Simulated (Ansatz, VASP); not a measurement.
# Sb (Antimony) in two plane-wave programs, part 2 of 2

One calculation is typed for both programs; each brings its own data sets. How far apart do they land? The structure shown is the start of the Ansatz relaxation below; VASP solves that cell, so the two are compared at the walk's first step.

VASP 6.6.1 and Ansatz 0.2.0.

So far. Step 3 (VASP: single point, LDA, start cell, pair 1): The run ends at a pressure of -2.30 GPa, with forces up to 0.011 eV/Å.

## Step 7: VASP: single point, LDA, start cell, pair 2

Level of this step: LDA; plane waves and PAW (Sb) (VASP).

The same cell, functional (in two slightly different forms), mesh and smearing now go to VASP, with its own data sets.

INCAR

```
SYSTEM = Sb
PREC = Accurate
ENCUT = 400
EDIFF = 1E-06
NELM = 120
ISMEAR = 1
SIGMA = 0.2
LREAL = .FALSE.
ALGO = Normal
GGA = PW92
NBANDS = 11
LORBIT = 11
LWAVE = .FALSE.
LCHARG = .FALSE.
ISIF = 2
LASPH = .TRUE.
GGA_COMPAT = .FALSE.
KPAR = 2
```

POSCAR

```
Sb
1.0
    2.0618150000      1.1903890000      3.7842210000
   -2.0618150000      1.1903890000      3.7842210000
    0.0000000000     -2.3807790000      3.7842210000
Sb
2
Direct
    0.2367988022      0.2367988022      0.2367987028
    0.7632011978      0.7632011978      0.7632010984
```

KPOINTS

```
Automatic mesh
0
Gamma
12 12 12
0 0 0
```

Potentials, in the order of the species: Sb (LDA family, release 64).

Run with:

```bash
$ mpirun -np 2 vasp_std
```

Numbers of over 12 decimals in the logs are rounded to 6 here.

The log of the run:

```text
[banner, memory and clock lines left out]
running    2 mpi-ranks, on    1 nodes
[...]
[... a notice as in an earlier step ...]

 LDA part: xc-table for (Slater(with rela. corr.)+PW92), standard interpolation
 POSCAR, INCAR and KPOINTS ok, starting setup
[...]
entering main loop
       N       E                     dE             d eps       ncg     rms          rms(c)
DAV:   1     0.314543207601E+02    0.31454E+02   -0.31172E+03  4158   0.584E+02
DAV:   2    -0.794842979453E+01   -0.39403E+02   -0.38107E+02  5740   0.107E+02
DAV:   3    -0.957696692857E+01   -0.16285E+01   -0.16134E+01  5008   0.247E+01
DAV:   4    -0.959077685000E+01   -0.13810E-01   -0.13807E-01  4721   0.277E+00
[...]
DAV:   8    -0.956158885849E+01   -0.32596E-05   -0.25586E-04  4644   0.112E-01    0.131E-02
DAV:   9    -0.956159117951E+01   -0.23210E-05   -0.71118E-06  4864   0.188E-02    0.735E-03
DAV:  10    -0.956159115027E+01    0.29231E-07   -0.67308E-07  2936   0.455E-03
   1 F= -.95615912E+01 E0= -.95615489E+01  d E =-.126606E-03
```

OUTCAR, selected parts (step 7):

```text
  Total        1.5282655      1.5282652      0.5659396      0.0000000     -0.0000000      0.0000000
  in kB       43.9382685     43.9382603     16.2709988      0.0000000     -0.0000014      0.0000000
  external PRESSURE =      34.7158425 kB  Pullay stress =       0.0000000 kB

 POSITION                                       TOTAL-FORCE (eV/Angst)
 -----------------------------------------------------------------------------------
      0.00000     -0.00000      2.68830         0.000000     -0.000000      0.201558
      0.00000     -0.00000      8.66437         0.000000      0.000000     -0.201558
 -----------------------------------------------------------------------------------
    total drift:                               -0.000000     -0.000082      0.000128

  FREE ENERGIE OF THE ION-ELECTRON SYSTEM (eV)
  ---------------------------------------------------
  free  energy   TOTEN  =        -9.5615911503 eV

  energy  without entropy=       -9.5614645444  energy(sigma->0) =       -9.56154895

[... 1 part as in an earlier step ...]

[... 2 further parts left out ...]
[key lines of the parts left out:]
E-fermi :   8.1044
```

The run ends at a pressure of 3.47 GPa, with forces up to 0.20 eV/Å.

## Step 8: Differences

What differs besides the data sets and the points named for the pairs above, as far as they apply: the data sets hold 30 valence electrons in Ansatz (on its PAW soft_1 files) and 10 in VASP. Total energies have different zeros and are not compared.

Forces (eV/Å; atoms numbered as in POSCAR):

```csv
atom,"Ansatz x, y, z","VASP x, y, z"
Sb1,"0.000, 0.000, 0.117","0.000, 0.000, 0.202"
Sb2,"0.000, 0.000, -0.117","0.000, 0.000, -0.202"
```

The forces differ by 49 meV/Å r.m.s., which is 41.9 % of the r.m.s. force of 0.116 eV/Å (both taken over all components).

## Step 9: Ansatz: relaxation, LDA

The two programs are compared at the cell with which this relaxation starts, whose forces are those of its first step. The cell compared in this pair holds 56.21 Å³, against 55.73 Å³ for the pair before.

The structure compared here is the start of the Ansatz relaxation; VASP solves that cell, so the two are compared at the walk's first step.

input.yaml

```yaml
crystal:
  lattice:
    - [2.083292325, 1.2027893846, 3.7384837005]
    - [-2.083292325, 1.2027893846, 3.7384837005]
    - [0.0, -2.4055787693, 3.7384837005]
  atoms:
    - { symbol: Sb, position: [0.2363330828, 0.2363330828, 0.2363330828] }
    - { symbol: Sb, position: [0.7636669172, 0.7636669172, 0.7636669172] }
  conventional_axes: [[1, -1, 0], [0, 1, -1], [1, 1, 1]]
kpoints:
  mp_grid: { grid: [12, 12, 12] }
hamiltonian:
  xc: lda
  pseudopotentials: { kind: paw, azcp: { folder: soft_1 }, xc_functional: pbe }
scf:
  occupations: { method: methfessel_paxton, width: 0.2 }
output:
  forces: true
  stress: true
  eigenvalues: true
relax:
  adjacent_minimum: "off"
  f_tol: 0.001
  max_steps: 60
  cell: { stress_tol: 0.01, fix: [a, b, gamma] }
```

Run with:

```bash
$ ansatz run input.yaml --threads 4 --pin off --max-ram 10240MiB --backend cpu --events-out ev --progress --plain --runs-dir out
```

The log of the run:

```text
[...]
Crystal: 2 atoms, lattice volume = 56.206 Å³
Basis set: ecut = 420 eV, 1093 PW (Γ)
Bands: 19, of which v1, the nominal top of the filled ones, is band 15 counted from 1 (14 counted from 0)
Symmetry: 12 space group operations
[...]
k-points: 189 of 1728
[...]
k-point 188: bands = [... 11 lower, 1.3065, 9.8980, 9.8980, 10.9705, 11.1027, 11.1027, 12.2154, 18.0403]
--- Relaxed structure (5 steps of the walk, 5 accepted, 1 SCFs on fresh bases) ---
[...]
cell:  # Å, volume = 56.8941 Å³
    - [2.083292, 1.202789, 3.784221]
    - [-2.083292, 1.202789, 3.784221]
    - [1.6926139957161308e-18, -2.405579, 3.784221]
  atoms:
    - { symbol: Sb, position: [0.236799, 0.236799, 0.236799] }
    - { symbol: Sb, position: [0.763201, 0.763201, 0.763201] }
[key lines of the parts left out:]
SCF converged after 7 iterations
Free energy (F): -12671.738781 eV
Fermi energy:    10.829281 eV
P = ⅓ Tr σ = 1.6131 GPa (16.131 kbar)
```

## Step 10: VASP: single point, LDA, start cell, pair 3

The same cell, functional (in two slightly different forms), mesh and smearing now go to VASP, with its own data sets.

INCAR is that of step 7.

POSCAR

```
Sb
1.0
    2.0832920000      1.2027890000      3.7384840000
   -2.0832920000      1.2027890000      3.7384840000
    0.0000000000     -2.4055790000      3.7384840000
Sb
2
Direct
    0.2363330965      0.2363330965      0.2363329982
    0.7636669035      0.7636669035      0.7636668052
```

KPOINTS is that of step 7.

Run with:

```bash
$ mpirun -np 2 vasp_std
```

The log of the run:

```text
[... set-up lines as in an earlier step ...]
 entering main loop
       N       E                     dE             d eps       ncg     rms          rms(c)
DAV:   1     0.319529534641E+02    0.31953E+02   -0.31443E+03  4158   0.585E+02
DAV:   2    -0.785977903984E+01   -0.39813E+02   -0.38618E+02  5717   0.108E+02
DAV:   3    -0.959654089060E+01   -0.17368E+01   -0.17233E+01  5091   0.254E+01
DAV:   4    -0.961139731243E+01   -0.14856E-01   -0.14852E-01  4666   0.282E+00
[...]
DAV:   8    -0.958226396696E+01   -0.31430E-05   -0.25227E-04  4602   0.112E-01    0.151E-02
DAV:   9    -0.958226683304E+01   -0.28661E-05   -0.98899E-06  4862   0.208E-02    0.727E-03
DAV:  10    -0.958226670611E+01    0.12694E-06   -0.92008E-07  2885   0.542E-03
   1 F= -.95822667E+01 E0= -.95825188E+01  d E =0.756176E-03
```

OUTCAR, selected parts (step 10):

```text
  Total        1.2974458      1.2974461      0.5255664     -0.0000000     -0.0000000      0.0000000
  in kB       36.9839533     36.9839616     14.9813760     -0.0000000     -0.0000013      0.0000000
  external PRESSURE =      29.6497636 kB  Pullay stress =       0.0000000 kB

 POSITION                                       TOTAL-FORCE (eV/Angst)
 -----------------------------------------------------------------------------------
      0.00000      0.00000      2.65058         0.000000     -0.000000      0.192798
      0.00000     -0.00000      8.56487         0.000000      0.000000     -0.192798
 -----------------------------------------------------------------------------------
    total drift:                               -0.000000     -0.000082      0.000126

  FREE ENERGIE OF THE ION-ELECTRON SYSTEM (eV)
  ---------------------------------------------------
  free  energy   TOTEN  =        -9.5822667061 eV

  energy  without entropy=       -9.5830228817  energy(sigma->0) =       -9.58251876

[... 1 part as in an earlier step ...]

[... 2 further parts left out ...]
[key lines of the parts left out:]
E-fermi :   8.0303
```

The run ends at a pressure of 2.96 GPa, with forces up to 0.19 eV/Å.

## Step 11: Comparison

What differs besides the data sets and the points named for the pairs above, as far as they apply: the data sets hold 30 valence electrons in Ansatz (on its PAW soft_1 files) and 10 in VASP. Total energies have different zeros and are not compared.

Forces (eV/Å; atoms numbered as in POSCAR):

```csv
atom,"Ansatz x, y, z","VASP x, y, z"
Sb1,"0.000, 0.000, 0.113","0.000, 0.000, 0.193"
Sb2,"0.000, 0.000, -0.113","0.000, 0.000, -0.193"
```

The forces differ by 46 meV/Å r.m.s., which is 41.3 % of the r.m.s. force of 0.111 eV/Å (both taken over all components).

## Step 12: Results

| Quantity | Value |
| --- | --- |
| r.m.s. force difference (single point, LDA, start cell, pair 1) | 27 meV/Å |
| r.m.s. force difference (single point, LDA, start cell, pair 2) | 49 meV/Å |
| r.m.s. force difference (single point, LDA, start cell, pair 3) | 46 meV/Å |

What this shows: The r.m.s. force difference is 49 meV/Å (single point, LDA, start cell, pair 2), beyond the 12 meV/Å picked in this series as the mark of a large difference. The data sets hold unlike numbers of valence electrons (30 in Ansatz and 10 in VASP), so part of the differences comes from the potentials. Single point, LDA, start cell, pair 1, VASP with the data sets Sb_d_GW: r.m.s. force difference goes from 27 to 8.3 meV/Å. What causes the difference of the single point, LDA, start cell, pair 2 pair stays open here. What causes the difference of the single point, LDA, start cell, pair 3 pair stays open here. 12 further runs of this series are not shown here. How closely two codes agree says nothing of how well the functional describes the real material.

[Lines on the potential files, build, host, timing and source positions are cut from VASP's logs without a mark.]

[Logs are printed without paths, hosts, clocks, repeated set-up lines and the standing remarks that a program may print on its own settings, such as how far it seeks lower states.]

[Hosts, paths, dates, database ids (printed as entryN), source tags and the programs' standing remarks are cut or masked in the printed files.]
